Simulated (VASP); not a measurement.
VASP runs on MgSe (space group Fm-3m) share one base input (PBE GGA, plane waves, VASP's PBE PAW potentials (set 64)) and change the settings named in each case.

POSCAR:
```
MgSe
1
    0.0000000000     2.7300000000     2.7300000000
    2.7300000000     0.0000000000     2.7300000000
    2.7300000000     2.7300000000     0.0000000000
Mg Se
1 1
Direct
  0.0000000000   0.0000000000   0.0000000000
  0.5000000000   0.5000000000   0.5000000000
```

File KPOINTS:
```
Automatic mesh
0
Gamma
8 8 8
0 0 0
```

### INCAR
```
SYSTEM = MgSe
PREC = Accurate
ENCUT = 300
EDIFF = 1E-6
NELM = 100
ALGO = Normal
LREAL = .FALSE.
LASPH = .TRUE.
ISMEAR = -1
SIGMA = 0.01
GGA = PE
LMAXMIX = 4
LWAVE = .FALSE.
LCHARG = .FALSE.
ISIF = 2
```

POTCAR, in this order: Mg Se (PBE.64 set). Program: vasp_std.

```tsv
change	E(σ→0) (eV/atom)	pressure (GPa)	gap on the mesh (eV)
base run	-3.7424	1.57	1.79
GGA removed, POTCAR Mg Se (LDA.64 set)	-4.2929	-2.74	1.64
GGA_COMPAT = .FALSE., LNONCOLLINEAR = .TRUE., LSORBIT = .TRUE., MAGMOM = 0.0 0.0 0.0 0.0 0.0 0.0, program vasp_ncl	-3.7511	1.57	1.66
KPOINTS 2×2×2 Γ-centred mesh	-2.9226	8.22	1.44
```
 Energies of different potentials or functionals have different zeros.

Left out are runs that ran out of time, are held back, or changed the cell or the kind of run, fixed moments of cells without a moment, rows past the twelfth, gaps on odd meshes, pressures of charged cells and columns that move by less than the noise.

The structure is a typed MgSe crystal (Fm-3m). The cell was not relaxed at this level.
